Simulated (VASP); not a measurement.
# Hf3SnS4 (P3m1) in VASP: elastic constants with PBE

Aim: the elastic constants of Hf3SnS4 with PBE.

All numbers are computed with VASP 6.6.1; they aren't measurements. Logs are shortened: lines on timing, memory, paths and dates and some standing lists are left out, and cuts for length are marked.

### Step 1. The structure

Symmetry: P3m1, No. 156, trigonal system. The conventional cell has a = 3.611 Å, b = 3.611 Å, c = 17.495 Å, α = 90.00°, β = 90.00°, γ = 120.00°. Hf (site symmetry 3m) is surrounded by 6 S at 2.55 Å. Hf (site symmetry 3m) is surrounded by 3 S at 2.50 Å. Around Hf (site symmetry 3m) lie 3 S at 2.50 Å. Sn (site symmetry 3m) is surrounded by 6 Hf at 3.03 to 3.04 Å. S (site symmetry 3m) has 3 Hf at 2.55 Å as nearest neighbours. S (site symmetry 3m) is surrounded by 3 Hf at 2.55 Å. S (site symmetry 3m) is surrounded by 3 Hf at 2.50 Å. S (site symmetry 3m) has 3 Hf at 2.50 Å as nearest neighbours.

The cell was built by a generator and needn't be a form met in nature.

### Step 2. Elastic constants, PBE

File POSCAR:

```
Hf3SnS4
1.0
    3.6112710000      0.0000000000      0.0000000000
   -1.8056350000      3.1274520000      0.0000000000
    0.0000000000      0.0000000000     17.4954300000
Hf Sn S
3 1 4
Direct
    0.6666670000      0.3333330000      0.0007190000
    0.3333330000      0.6666670000      0.3735390000
    0.3333330000      0.6666670000      0.6256300000
    0.0000000000      0.0000000000      0.4996010000
    0.0000000000      0.0000000000      0.9171600000
    0.3333330000      0.6666670000      0.0841890000
    0.6666670000      0.3333330000      0.2946190000
    0.6666670000      0.3333330000      0.7045710000
```

File INCAR.step1:

```
SYSTEM = Hf3SnS4
PREC = Accurate
ENCUT = 520
EDIFF = 1E-8
ISMEAR = 0
SIGMA = 0.1
LREAL = .False.
LASPH = .True.
NELM = 100
ALGO = Normal
ISIF = 3
LWAVE = .False.
LCHARG = .False.
GGA = PE
KPAR = 8
IBRION = 2
NSW = 40
EDIFFG = -0.002
```

File INCAR.step2:

```
SYSTEM = Hf3SnS4
PREC = Accurate
ENCUT = 520
EDIFF = 1E-8
ISMEAR = 0
SIGMA = 0.1
LREAL = .False.
LASPH = .True.
NELM = 100
ALGO = Normal
ISIF = 3
LWAVE = .False.
LCHARG = .False.
GGA = PE
KPAR = 8
IBRION = 6
NFREE = 2
POTIM = 0.015
NSW = 1
```

File KPOINTS:

```
Automatic mesh
0
Gamma
  7 7 2
  0 0 0
```

Potentials or basis: VASP PAW PBE potentials, release 64 (Hf_pv, Sn_d, S).

The run is started by

```console
> cat potpaw_PBE.64/Hf_pv/POTCAR potpaw_PBE.64/Sn_d/POTCAR potpaw_PBE.64/S/POTCAR > POTCAR
> cp INCAR.step1 INCAR
> mpirun -np 8 vasp_std > vasp.out
> cp CONTCAR POSCAR
> cp INCAR.step2 INCAR
> mpirun -np 8 vasp_std > vasp.out
```

OUTCAR:

```text
SYSTEM = Hf3SnS4
   PREC = Accurate
   ENCUT = 520
   EDIFF = 1E-8
   ISMEAR = 0
   LREAL = .False.
   LASPH = .True.
   NELM = 100
   ISIF = 3
   GGA = PE
   IBRION = 6
   NFREE = 2
   POTIM = 0.015
   NSW = 1

 ion  position               nearest neighbor table
   1  0.667  0.333  0.001-   6 2.55   6 2.55   6 2.55   5 2.55   5 2.55   5 2.55
   2  0.333  0.667  0.375-   7 2.50   7 2.50   7 2.50   4 3.03   4 3.03   4 3.03
   3  0.333  0.667  0.624-   8 2.50   8 2.50   8 2.50   4 3.03   4 3.03   4 3.03
   4  0.000  0.000  0.499-   3 3.03   3 3.03   3 3.03   2 3.03   2 3.03   2 3.03
   5  0.000  0.000  0.918-   1 2.55   1 2.55   1 2.55
   6  0.333  0.667  0.084-   1 2.55   1 2.55   1 2.55
   7  0.667  0.333  0.296-   2 2.50   2 2.50   2 2.50
   8  0.667  0.333  0.703-   3 2.50   3 2.50   3 2.50

  LATTYP: Found a hexagonal cell.
 ALAT       =     3.6202589106
 C/A-ratio  =     4.8443139691

  Lattice vectors:

 A1 = (   3.6202589106,   0.0000000014,   0.0000000000)
 A2 = (  -1.8101289528,   3.1352357550,  -0.0000000000)
 A3 = (   0.0000000000,   0.0000000000,  17.5376708124)

Analysis of symmetry for initial positions (statically):
=====================================================================
 Subroutine PRICEL returns:
 Original cell was already a primitive cell.

 Routine SETGRP: Setting up the symmetry group for a
 hexagonal supercell.

 Subroutine GETGRP returns: Found  6 space group operations
 (whereof  6 operations were pure point group operations)
 out of a pool of 24 trial point group operations.

The static configuration has the point symmetry C_3v.

Analysis of symmetry for dynamics (positions and initial velocities):
=====================================================================
 Subroutine PRICEL returns:
 Original cell was already a primitive cell.

 Routine SETGRP: Setting up the symmetry group for a
 hexagonal supercell.

 Subroutine GETGRP returns: Found  6 space group operations
 (whereof  6 operations were pure point group operations)
 out of a pool of 24 trial point group operations.

The dynamic configuration has the point symmetry C_3v.

 Subroutine INISYM returns: Found  6 space group operations
 (whereof  6 operations are pure point group operations),
 and found     1 'primitive' translations

----------------------------------------------------------------------------------------

                                     Primitive cell

  volume of cell :     199.0590

  direct lattice vectors                    reciprocal lattice vectors
     3.620258911  0.000000001  0.000000000     0.276223338  0.159477596 -0.000000000
    -1.810128953  3.135235755 -0.000000000    -0.000000000  0.318955281 -0.000000000
     0.000000000  0.000000000 17.537670812    -0.000000000  0.000000000  0.057020115

  length of vectors
     3.620258911  3.620258287 17.537670812     0.318955226  0.318955281  0.057020115

  position of ions in fractional coordinates (direct lattice)
     0.666667000  0.333333000  0.000980395
     0.333333000  0.666667000  0.374527875
     0.333333000  0.666667000  0.624330026
     0.000000000  0.000000000  0.499438467
     0.000000000  0.000000000  0.917861880
     0.333333000  0.666667000  0.084016337
     0.666667000  0.333333000  0.296228786
     0.666667000  0.333333000  0.702644234

  ion indices of the primitive-cell ions
   primitive index   ion index
[... 125 lines left out ...]

  FORCE on cell =-STRESS in cart. coord.  units (eV):
  Direction    XX          YY          ZZ          XY          YZ          ZX
  --------------------------------------------------------------------------------------
  -------------------------------------------------------------------------------------
  Total        0.0006044      0.0006044     -0.0010339      0.0000000      0.0000000     -0.0000000
  in kB        0.0048647      0.0048647     -0.0083214      0.0000000      0.0000000     -0.0000000
  external PRESSURE =       0.0004693 kB  Pullay stress =       0.0000000 kB
[... 107 lines left out ...]
  FREE ENERGIE OF THE ION-ELECTRON SYSTEM (eV)
  ---------------------------------------------------
  free  energy   TOTEN  =       -59.8746379806 eV

  energy  without entropy=      -59.8343817161  energy(sigma->0) =      -59.85450985

 E-fermi :   4.4425     XC(G=0):  -9.4464

 val. band max:        4.4358631223   @ k =   0.2857   0.1429   0.5000
 cond. band min:       4.4495190548   @ k =   0.4286   0.0000  -0.0000
 fundamental gap:      0.0136559325
 Fermi energy:         4.4425355384

 k-point     1 :       0.0000    0.0000    0.0000
  band No.  band energies     occupation
      1     -27.3408      2.00000
      2     -27.2275      2.00000
      3     -27.2275      2.00000
      4     -27.0774      2.00000
      5     -27.0660      2.00000
      6     -26.9878      2.00000
[... 677 lines left out ...]
     39       6.6152      0.00000
     40       6.8028      0.00000

[... ionic steps 4 to 42 ...]

--------------------------------------- Ionic step       43  -------------------------------------------

 number of electron      68.0000004 magnetization

------------------------ aborting loop because EDIFF is reached ----------------------------------------
[... 79 lines left out ...]
--------------------------------------- Ionic step       45  -------------------------------------------

 number of electron      68.0000004 magnetization

 Free energy of the ion-electron system (eV)
  ---------------------------------------------------
  ext. energy  EPLUGINS =         0.00000000
  ---------------------------------------------------
  free energy    TOTEN  =       -59.89525206 eV

  energy without entropy =      -59.85682296  energy(sigma->0) =      -59.87603751

 E-fermi :   4.2855     XC(G=0):  -9.3719

 val. band max:        4.2758019909   @ k =   0.2857   0.1429   0.5000
 cond. band min:       4.2928903086   @ k =   0.4286   0.0000  -0.0000
 fundamental gap:      0.0170883177
 Fermi energy:         4.2855408407

 k-point     1 :       0.0000    0.0000    0.0000
  band No.  band energies     occupation
      1     -27.4935      2.00000
      2     -27.3858      2.00000
      3     -27.3858      2.00000
      4     -27.2327      2.00000
      5     -27.2230      2.00000
      6     -27.1464      2.00000
[... 712 lines left out ...]
  FREE ENERGIE OF THE ION-ELECTRON SYSTEM (eV)
  ---------------------------------------------------
  free  energy   TOTEN  =       -59.8952520564 eV

  energy  without entropy=      -59.8568229559  energy(sigma->0) =      -59.87603751

 INTERNAL STRAIN TENSORS FROM STRAINED CELLS
 ============================================

 INTERNAL STRAIN TENSOR FOR ION    1 for displacements in x,y,z  (eV/Angst):
          X           Y           Z          XY          YZ          ZX
  --------------------------------------------------------------------------------
  x     0.00000    -0.00000    -0.00000     0.03052     0.00000     0.01332
  y     0.03206    -0.03565    -0.00000    -0.00001     0.01315     0.00008
  z    -0.01120    -0.01277    -0.13977    -0.00100    -0.00198    -0.00005

 INTERNAL STRAIN TENSORS FROM DISPLACED ATOMS
 ============================================

 INTERNAL STRAIN TENSOR FOR ION    1 for displacements in x,y,z  (eV/Angst):
          X           Y           Z          XY          YZ          ZX
  --------------------------------------------------------------------------------
  x     0.00000    -0.00000    -0.00000     0.02661     0.00000     0.00512
  y     0.02661    -0.02661    -0.00000    -0.00000     0.00512     0.00000
  z    -0.01548    -0.01548    -0.14275    -0.00000    -0.00000    -0.00000

 INTERNAL STRAIN TENSOR FOR ION    8 for displacements in x,y,z  (eV/Angst):
          X           Y           Z          XY          YZ          ZX
  --------------------------------------------------------------------------------
  x     0.00000    -0.00000    -0.00000     6.51766    -0.00000    -8.90916
  y     6.51766    -6.51766     0.00000    -0.00000    -8.90916    -0.00000
  z   -11.55630   -11.55629   -13.29854    -0.00000     0.00000    -0.00000

 Eigenvectors and eigenvalues of the dynamical matrix
 ----------------------------------------------------

   1 f  =    9.547399 THz    59.988077 2PiTHz  318.466951 cm-1    39.484852 meV
             X         Y         Z           dx          dy          dz
      1.810131  1.045078  0.017194    -0.000000   -0.000000   -0.053377
     -0.000001  2.090158  6.568347    -0.000000    0.000000    0.041570
     -0.000001  2.090158 10.949294    -0.000000   -0.000000   -0.015176
      0.000000  0.000000  8.758987    -0.000000    0.000000   -0.002283
      0.000000  0.000000 16.097160    -0.000000   -0.000000   -0.635645
     -0.000001  2.090158  1.473451     0.000000    0.000000    0.761765
      1.810131  1.045078  5.195163     0.000000   -0.000000   -0.096790
      1.810131  1.045078 12.322743     0.000000   -0.000000    0.038575
[... 243 lines left out ...]
  24 f/i=    0.037008 THz     0.232525 2PiTHz    1.234437 cm-1     0.153051 meV
             X         Y         Z           dx          dy          dz
      1.810131  1.045078  0.017194     0.569332    0.262905    0.000000
     -0.000001  2.090158  6.568347     0.356210    0.164490    0.000000
     -0.000001  2.090158 10.949294     0.356214    0.164492    0.000000
      0.000000  0.000000  8.758987     0.289959    0.133897    0.000000
      0.000000  0.000000 16.097160     0.241525    0.111531    0.000000
     -0.000001  2.090158  1.473451     0.241438    0.111491    0.000000
      1.810131  1.045078  5.195163     0.151094    0.069772    0.000000
      1.810131  1.045078 12.322743     0.150978    0.069718    0.000000

--------------------------------------------------------------------------------------------------------

 ELASTIC MODULI CONTR FROM IONIC RELAXATION (kBar)
 Direction    XX          YY          ZZ          XY          YZ          ZX
 --------------------------------------------------------------------------------
 XX        -614.6573   -260.6072   -670.3352     -0.0001    -82.5521     -0.0000
 YY        -260.6072   -614.6569   -670.3350     -0.0001     82.5521      0.0000
 ZZ        -670.3352   -670.3350  -1133.4152     -0.0001     -0.0000     -0.0000
 XY          -0.0001     -0.0001     -0.0001   -177.0250      0.0000    -82.5520
 YZ         -82.5521     82.5521     -0.0000      0.0000   -637.7510     -0.0001
 ZX          -0.0000      0.0000     -0.0000    -82.5520     -0.0001   -637.7508
 --------------------------------------------------------------------------------

 TOTAL ELASTIC MODULI (kBar)
 Direction    XX          YY          ZZ          XY          YZ          ZX
 --------------------------------------------------------------------------------
 XX         892.6465    229.5978     20.6110      0.0001     -1.2758     -0.0000
 YY         229.5978    892.6460     20.6110      0.0001      1.2758      0.0000
 ZZ          20.6110     20.6110     45.7145      0.0000     -0.0000     -0.0000
 XY           0.0001      0.0001      0.0000    331.5242      0.0000     -1.2758
 YZ          -1.2758      1.2758     -0.0000      0.0000      7.7716      0.0000
 ZX          -0.0000      0.0000     -0.0000     -1.2758      0.0000      7.7718
 --------------------------------------------------------------------------------
```

Run time: 45 min. Hardware: 8 MPI ranks of Intel Xeon Platinum 8488C (Sapphire Rapids), shared host; peak memory 0.81 GiB.

What came out:

```
Relaxed volume                                          : 24.88 Å³/atom
Relaxed cell                                            : a = 3.620 Å, b = 3.620 Å, c = 17.538 Å, α = 90.00°, β = 90.00°, γ = 120.00°
Space group after relaxing (to 0.05 Å)                  : P3m1 (No. 156)
Voigt bulk modulus                                      : 26 GPa
Highest phonon frequency at Γ, LO-TO splitting left out : 318 cm⁻¹
```

Step by step:
```tsv
step	energy change (eV)	largest force (eV/Å)	pressure (GPa)	volume (Å³)
1	0.0000	0.0340	0.02	197.59
2	-0.0008	0.0289	-0.02	197.70
3	-0.0011	0.0381	-0.07	197.84
4	-0.0012	0.0350	0.11	197.50
5	-0.0012	0.0288	0.04	197.63
6	-0.0013	0.0110	0.00	197.71
7	-0.0013	0.0109	0.00	197.71
8	-0.0013	0.0054	0.00	197.70
9	-0.0013	0.0072	-0.01	197.70
10	-0.0013	0.0031	0.03	197.65
11	-0.0013	0.0035	0.02	197.66
12	-0.0013	0.0035	0.02	197.67
13	-0.0014	0.0033	0.02	197.71
14	-0.0014	0.0075	0.03	197.80
15	-0.0014	0.0168	0.03	197.98
16	-0.0014	0.0357	0.04	198.33
17	-0.0014	0.0238	0.03	198.11
18	-0.0014	0.0231	0.03	198.13
19	-0.0014	0.0207	0.02	198.20
20	-0.0015	0.0183	0.00	198.34
21	-0.0015	0.0202	-0.04	198.62
22	-0.0015	0.0142	-0.02	198.67
23	-0.0015	0.0095	0.00	198.71
24	-0.0016	0.0088	0.03	198.80
25	-0.0016	0.0066	0.02	198.77
26	-0.0016	0.0068	0.01	198.84
27	-0.0016	0.0076	0.00	198.99
28	-0.0016	0.0038	0.00	199.02
29	-0.0016	0.0031	-0.01	199.05
30	-0.0016	0.0033	0.00	199.05
31	-0.0016	0.0033	0.00	199.04
32	-0.0016	0.0034	0.01	199.04
33	-0.0016	0.0031	0.00	199.06
34	-0.0016	0.0031	0.00	199.05
35	-0.0016	0.0031	0.00	199.06
36	-0.0016	0.0016	0.00	199.06
```

Final structure:
```cif
data_structure
_symmetry_space_group_name_H-M 'P 1'
_symmetry_Int_Tables_number 1
_cell_length_a 3.6203
_cell_length_b 3.6203
_cell_length_c 17.5377
_cell_angle_alpha 90.000
_cell_angle_beta 90.000
_cell_angle_gamma 120.000
_cell_volume 199.06
loop_
_atom_site_label
_atom_site_type_symbol
_atom_site_fract_x
_atom_site_fract_y
_atom_site_fract_z
_atom_site_occupancy
Hf1 Hf 0.66667 0.33333 0.00098 1
Hf2 Hf 0.33333 0.66667 0.37453 1
Hf3 Hf 0.33333 0.66667 0.62433 1
Sn1 Sn 0.00000 0.00000 0.49944 1
S1 S 0.00000 0.00000 0.91786 1
S2 S 0.33333 0.66667 0.08402 1
S3 S 0.66667 0.33333 0.29623 1
S4 S 0.66667 0.33333 0.70264 1
```

Phonon frequencies in cm⁻¹ (negative: imaginary):
```csv
q point,frequencies
"(0.000, 0.000, 0.000)",-1 -1 0 5 5 12 50 50 79 79 84 147 147 180 209 209 226 226 248 248 291 301 317 318
```

Elastic tensor in Voigt notation (GPa, in the Cartesian axes of the cell as first typed):
```
89 23  2  0  0  0
23 89  2  0  0  0
 2  2  5  0  0  0
 0  0  0  1  0  0
 0  0  0  0  1  0
 0  0  0  0  0 33
```

Clamped-ion elastic tensor (GPa):
```
151  49  69   8   0   0
 49 151  69  -8   0   0
 69  69 118   0   0   0
  8  -8   0  65   0   0
  0   0   0   0  65   8
  0   0   0   0   8  51
```

Caveat: this functional lacks dispersion, which binds the layers, so the pressure and a relaxed spacing across them are unreliable. Spin-orbit coupling is left out, which matters for the levels of Hf.
